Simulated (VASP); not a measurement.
# Driving VASP from ASE on MgCu2, part 3 of 3

Do ASE scripts that read MgCu2 from different structure formats give one answer, and do several routes find one equilibrium volume? All runs use LDA. Left out of this account: 1 further run (self-consistent run: a reference on another mesh). The start is a cell from a database of measured crystal structures.

VASP 6.6.1; LDA; plane waves and PAW (Mg, Cu).

So far. Step 4 (Relaxing cell and atoms (LDA, through ASE)): It ends with forces that vanish by symmetry and a pressure of 0.09 GPa. Step 5 (Energy against volume, from ASE (LDA)): The minimum lies outside the volumes of the loop, so the fit is an extrapolation and is not used; the loop should be centred on a relaxed cell.

The database entry behind the starting cell differs from later determinations by our own check (0.1 to 0.3 % short, probably kX units), so it need not match the best structure at ambient conditions.

## (6) Relaxation driven by ASE (LDA)

Here ASE drives the relaxation and calls VASP for forces and stress at each step.

Input file run.py:

```python
import numpy as np
from ase.calculators.vasp import Vasp
from ase import Atoms
from ase.optimize import BFGS
from ase.filters import FrechetCellFilter

atoms = Atoms(['Mg', 'Mg', 'Cu', 'Cu', 'Cu', 'Cu'],
              cell=[[0.0, 3.5105, 3.5105], [3.5105, 0.0, 3.5105], [3.5105, 3.5105, 0.0]],
              scaled_positions=[[0.0, 0.0, 0.0], [0.25, 0.25, 0.25], [0.625, 0.625, 0.625], [0.125, 0.625, 0.625], [0.625, 0.625, 0.125], [0.625, 0.125, 0.625]],
              pbc=True)

calc = Vasp(
    xc='lda',
    pp='LDA',
    prec='Accurate',
    encut=400,
    ediff=1e-06,
    nelm=100,
    ismear=-1,
    sigma=0.05,
    lreal=False,
    algo='Normal',
    nbands=30,
    lasph=True,
    lorbit=11,
    lwave=False,
    lcharg=False,
    kpar=4,
    isif=2,
    pp_version='64',
    setups={'Mg': '', 'Cu': ''},
    kpts=(8, 8, 8),
    gamma=True,
    txt='vasp.out',
)
atoms.calc = calc

BFGS(FrechetCellFilter(atoms)).run(fmax=0.02, steps=30)
print("cell (A, degrees):", np.round(atoms.cell.cellpar(), 4))
print("volume (A^3):", round(atoms.get_volume(), 4))
print("energy (eV):", round(atoms.get_potential_energy(), 6))
print("Fermi level (eV):", round(calc.get_fermi_level(), 4))
print("forces (eV/A):")
print(np.round(atoms.get_forces(), 4))
print("stress (GPa, Voigt, tension positive):", np.round(atoms.get_stress() * 160.21766, 3))
```

The projector-augmented-wave data sets are Mg and Cu (LDA family, release 64).

Started as:

```sh
> export ASE_VASP_COMMAND="mpirun -np 4 vasp_std"
> python run.py
```

The program printed:

```text
Step     Time          Energy          fmax
BFGS:    0 --:--:--      -23.503894        0.740941
BFGS:    1 --:--:--      -23.525098        0.699556
BFGS:    2 --:--:--      -23.668776        0.093833
BFGS:    3 --:--:--      -23.674623        0.010663
cell (A, degrees): [ 4.8272  4.8272  4.8272 60.     60.     60.    ]
volume (A^3): 79.5391
energy (eV): -23.664719
Fermi level (eV): 6.1799
forces (eV/A):
[[-0. -0. -0.]
 [ 0.  0.  0.]
 [ 0. -0. -0.]
 [ 0. -0. -0.]
 [ 0. -0. -0.]
 [ 0. -0. -0.]]
stress (GPa, Voigt, tension positive): [ 0.129  0.129  0.129  0.    -0.    -0.   ]
```

Wall time 26 s (4 MPI ranks of Intel Xeon 6975P-C (Granite Rapids), shared host); peak memory 0.64 GiB; 93 s of CPU time.

The INCAR that ASE wrote:

```
ENCUT = 400.000000
SIGMA = 0.050000
EDIFF = 1.00e-06
ALGO = Normal
PREC = Accurate
ISIF = 2
ISMEAR = -1
KPAR = 4
LORBIT = 11
NBANDS = 30
NELM = 100
LASPH = .TRUE.
LCHARG = .FALSE.
LWAVE = .FALSE.
LREAL = .FALSE.
```

The KPOINTS that ASE wrote:

```
KPOINTS created by Atomic Simulation Environment
0
Gamma
8 8 8
0 0 0
```

vasp.out (the last of its runs):

```text
[... set-up lines as in an earlier step ...]
 entering main loop
       N       E                     dE             d eps       ncg     rms          rms(c)
DAV:   1     0.336265472860E+03    0.33627E+03   -0.17782E+04  1780   0.200E+03
DAV:   2    -0.174857169476E+01   -0.33801E+03   -0.32698E+03  1740   0.373E+02
DAV:   3    -0.281989816573E+02   -0.26450E+02   -0.23745E+02  1944   0.158E+02
DAV:   4    -0.288336225671E+02   -0.63464E+00   -0.63045E+00  2316   0.307E+01
DAV:   5    -0.288439300170E+02   -0.10307E-01   -0.10306E-01  2616   0.329E+00    0.206E+01
DAV:   6    -0.292609739258E+02   -0.41704E+00   -0.81947E+01  1946   0.200E+02    0.142E+01
DAV:   7    -0.238135272191E+02    0.54474E+01   -0.20481E+01  2084   0.968E+01    0.164E+00
DAV:   8    -0.239099317417E+02   -0.96405E-01   -0.33407E+00  2574   0.306E+01    0.390E+00
DAV:   9    -0.236762957726E+02    0.23364E+00   -0.80419E-01  2038   0.189E+01    0.529E-01
DAV:  10    -0.236755752298E+02    0.72054E-03   -0.42288E-02  2582   0.225E+00    0.223E-01
DAV:  11    -0.236746868110E+02    0.88842E-03   -0.54438E-03  2490   0.144E+00    0.686E-02
DAV:  12    -0.236746326594E+02    0.54152E-04   -0.56381E-04  2402   0.382E-01    0.261E-02
DAV:  13    -0.236746227269E+02    0.99325E-05   -0.42603E-05  2648   0.117E-01    0.180E-03
DAV:  14    -0.236746230307E+02   -0.30385E-06   -0.23167E-06  1480   0.170E-02
   1 F= -.23674623E+02 E0= -.23664719E+02  d E =-.198072E-01
```

Parts of OUTCAR (step 6):

```text
   ENCUT  =  400.0 eV  29.40 Ry    5.42 a.u.   7.87  7.87  7.87*2*pi/ulx,y,z

   NELECT =      48.0000    total number of electrons

 E-fermi :   6.1799

 k-point     1 :       0.0000    0.0000    0.0000
  band No.  band energies     occupation
    ...
     21       4.5688      2.00000
     22       6.0642      1.81997
     23       6.2121      0.68847
     24       6.2121      0.68847
     25       6.2121      0.68847
     26       9.0966      0.00000
     27       9.0966      0.00000
     28       9.3230      0.00000
     29       9.3230      0.00000
     30       9.3230      0.00000

  Total       -0.0639770     -0.0639770     -0.0639770      0.0000000      0.0000000      0.0000000
  in kB       -1.2887057     -1.2887057     -1.2887057      0.0000000      0.0000000      0.0000000
  external PRESSURE =      -1.2887057 kB  Pullay stress =       0.0000000 kB

 POSITION                                       TOTAL-FORCE (eV/Angst)
 -----------------------------------------------------------------------------------
      0.00000      0.00000      0.00000        -0.000000     -0.000000     -0.000000
      1.70669      1.70669      1.70669         0.000000      0.000000      0.000000
      4.26671      4.26671      4.26671         0.000000     -0.000000     -0.000000
      4.26671      2.56003      2.56003         0.000000     -0.000000     -0.000000
      2.56003      2.56003      4.26671         0.000000     -0.000000     -0.000000
      2.56003      4.26671      2.56003         0.000000     -0.000000     -0.000000
 -----------------------------------------------------------------------------------
    total drift:                                0.000000      0.000000      0.000000

  FREE ENERGIE OF THE ION-ELECTRON SYSTEM (eV)
  ---------------------------------------------------
  free  energy   TOTEN  =       -23.6746230307 eV

  energy  without entropy=      -23.6548158465  energy(sigma->0) =      -23.66471944

[... 5 parts as in an earlier step ...]

[... 11 further parts left out ...]
```

This step gave:

```
optimizer steps   : 3
volume after bfgs : 13.26 Å³/atom
```

## (7) Total energy, forces and stress (LDA, through ASE), changed input

A single point gives energy, forces and stress at these settings. Some settings are moved from the usual, to see what they do.

Edit run.py of step 6 so:

```diff
@@ -3,4 +3,3 @@
 from ase import Atoms
-from ase.optimize import BFGS
-from ase.filters import FrechetCellFilter
+from ase.dft.bandgap import bandgap
 
@@ -15,3 +14,3 @@
     prec='Accurate',
-    encut=400,
+    encut=350,
     ediff=1e-06,
@@ -37,5 +36,2 @@
 
-BFGS(FrechetCellFilter(atoms)).run(fmax=0.02, steps=30)
-print("cell (A, degrees):", np.round(atoms.cell.cellpar(), 4))
-print("volume (A^3):", round(atoms.get_volume(), 4))
 print("energy (eV):", round(atoms.get_potential_energy(), 6))
@@ -45 +41,3 @@
 print("stress (GPa, Voigt, tension positive):", np.round(atoms.get_stress() * 160.21766, 3))
+gap, p1, p2 = bandgap(calc, direct=False)
+print("gap on the mesh (eV):", round(gap, 4))
```

The program printed:

```text
energy (eV): -23.516472
Fermi level (eV): 5.3849
forces (eV/A):
[[ 0.  0.  0.]
 [-0. -0. -0.]
 [ 0. -0. -0.]
 [ 0. -0. -0.]
 [ 0. -0. -0.]
 [ 0. -0. -0.]]
stress (GPa, Voigt, tension positive): [ 7.834  7.834  7.834 -0.     0.    -0.   ]
gap on the mesh (eV): 0.0
```

The job ended after 8.6 s (4 MPI ranks; peak memory 0.64 GiB).

ASE turned this into the INCAR:

```
ENCUT = 350.000000
SIGMA = 0.050000
EDIFF = 1.00e-06
ALGO = Normal
PREC = Accurate
ISIF = 2
ISMEAR = -1
KPAR = 4
LORBIT = 11
NBANDS = 30
NELM = 100
LASPH = .TRUE.
LCHARG = .FALSE.
LWAVE = .FALSE.
LREAL = .FALSE.
```

The KPOINTS that ASE wrote:

```
KPOINTS created by Atomic Simulation Environment
0
Gamma
8 8 8
0 0 0
```

vasp.out:

```text
[... set-up lines as in an earlier step ...]
 entering main loop
       N       E                     dE             d eps       ncg     rms          rms(c)
DAV:   1     0.322103732887E+03    0.32210E+03   -0.16228E+04  1740   0.174E+03
DAV:   2    -0.389313754658E+01   -0.32600E+03   -0.31519E+03  1740   0.355E+02
DAV:   3    -0.276832431067E+02   -0.23790E+02   -0.21150E+02  1936   0.148E+02
DAV:   4    -0.282548339721E+02   -0.57159E+00   -0.56779E+00  2416   0.276E+01
DAV:   5    -0.282626710180E+02   -0.78370E-02   -0.78358E-02  2646   0.266E+00    0.198E+01
DAV:   6    -0.291764757087E+02   -0.91380E+00   -0.81019E+01  1972   0.192E+02    0.144E+01
DAV:   7    -0.236722056605E+02    0.55043E+01   -0.20233E+01  2122   0.928E+01    0.186E+00
DAV:   8    -0.238033483064E+02   -0.13114E+00   -0.37709E+00  2606   0.322E+01    0.421E+00
DAV:   9    -0.235292376748E+02    0.27411E+00   -0.91782E-01  2084   0.195E+01    0.585E-01
DAV:  10    -0.235277445079E+02    0.14932E-02   -0.44875E-02  2630   0.230E+00    0.248E-01
DAV:  11    -0.235265826204E+02    0.11619E-02   -0.65996E-03  2546   0.153E+00    0.690E-02
DAV:  12    -0.235265334733E+02    0.49147E-04   -0.59565E-04  2436   0.376E-01    0.239E-02
DAV:  13    -0.235265259254E+02    0.75479E-05   -0.31851E-05  2692   0.927E-02    0.267E-03
DAV:  14    -0.235265260179E+02   -0.92527E-07   -0.18103E-06  1412   0.189E-02
   1 F= -.23526526E+02 E0= -.23516472E+02  d E =-.201074E-01
```

From OUTCAR (step 7):

```text
   ENCUT  =  350.0 eV  25.72 Ry    5.07 a.u.   7.57  7.57  7.57*2*pi/ulx,y,z

   NELECT =      48.0000    total number of electrons

 E-fermi :   5.3849

 k-point     1 :       0.0000    0.0000    0.0000
  band No.  band energies     occupation
    ...
     18       3.1076      2.00000
     19       3.8101      2.00000
     20       3.8101      2.00000
     21       3.8101      2.00000
     22       5.3306      1.49515
     23       5.5217      0.12191
     24       5.5217      0.12191
     25       5.5217      0.12191
     26       8.2789      0.00000
     27       8.2789      0.00000
    ...

  Total       -4.2304231     -4.2304231     -4.2304231     -0.0000000      0.0000000     -0.0000000
  in kB      -78.3352899    -78.3352899    -78.3352899     -0.0000000      0.0000000     -0.0000000
  external PRESSURE =     -78.3352899 kB  Pullay stress =       0.0000000 kB

 POSITION                                       TOTAL-FORCE (eV/Angst)
 -----------------------------------------------------------------------------------
      0.00000      0.00000      0.00000         0.000000      0.000000      0.000000
      1.75525      1.75525      1.75525        -0.000000     -0.000000     -0.000000
      4.38812      4.38812      4.38812         0.000000     -0.000000     -0.000000
      4.38812      2.63287      2.63287         0.000000     -0.000000     -0.000000
      2.63287      2.63287      4.38812         0.000000     -0.000000     -0.000000
      2.63287      4.38812      2.63287         0.000000     -0.000000     -0.000000
 -----------------------------------------------------------------------------------
    total drift:                               -0.000000      0.000000      0.000000

  FREE ENERGIE OF THE ION-ELECTRON SYSTEM (eV)
  ---------------------------------------------------
  free  energy   TOTEN  =       -23.5265260179 eV

  energy  without entropy=      -23.5064186219  energy(sigma->0) =      -23.51647232

[... 6 parts as in an earlier step ...]

[... 10 further parts left out ...]
```

The cutoff falls from 400 to 350 eV, which shrinks the basis; the stress suffers most (Pulay stress), and PAW energies need not rise evenly as the basis shrinks. At this level the cell is under a tension of 7.8 GPa, so at these settings it is away from equilibrium.

Numbers from this step:

```yaml
free_energy_toten: -23.53 eV
energy_at_zero_smearing: -23.52 eV
fermi_energy: 5.385 eV
pressure: -7.834 GPa
```

Against the sound run “A single point (LDA, through ASE)”, the energy at zero smearing moves by -3.8 meV an atom, the pressure by +0.40 GPa and the Fermi level by +0.00 eV.

## (8) The runs together

| run | atoms | mesh | energy (eV/atom) | pressure (GPa) |
| --- | --- | --- | --- | --- |
| ASE, structure typed into the script | 6 | 8×8×8 | -3.91564 | -8.232 |
| ASE, structure read from a CIF in P1 | 6 | 6×6×6 | -3.90456 | -8.024 |

## (9) Results

```yaml
energy_ase_structure_typed_into_the_script: -3.91564 eV/atom
energy_ase_structure_read_from_a_cif_in_p1: -3.90456 eV/atom
volume_from_vasp_s_own_relaxation: 13.26 Å³/atom
volume_from_bfgs_in_ase: 13.26 Å³/atom
```

What this shows: With the structure read from a CIF in P1, ASE's run differs from the first script by +11.1 meV an atom, which comes from its other mesh. The volume loop around the listed cell missed the minimum and gave no usable fit. The routes to the equilibrium volume agree within 0.02 %. VASP's relaxation keeps the plane waves of its start, while ASE starts VASP afresh at each cell, and a loop at fixed shape can't relax anything but the volume.

[Lines on the potential files, build, host, timing and source positions are cut from VASP's logs without a mark.]

[Logs are printed without paths, hosts, clocks, repeated set-up lines and the standing remarks that a program may print on its own settings, such as how far it seeks lower states.]

[Hosts, paths, dates, database ids (printed as entryN), source tags and the programs' standing remarks are cut or masked in the printed files.]

[A measured line is paired with the nearest computed mode of its activity, which favours agreement.]
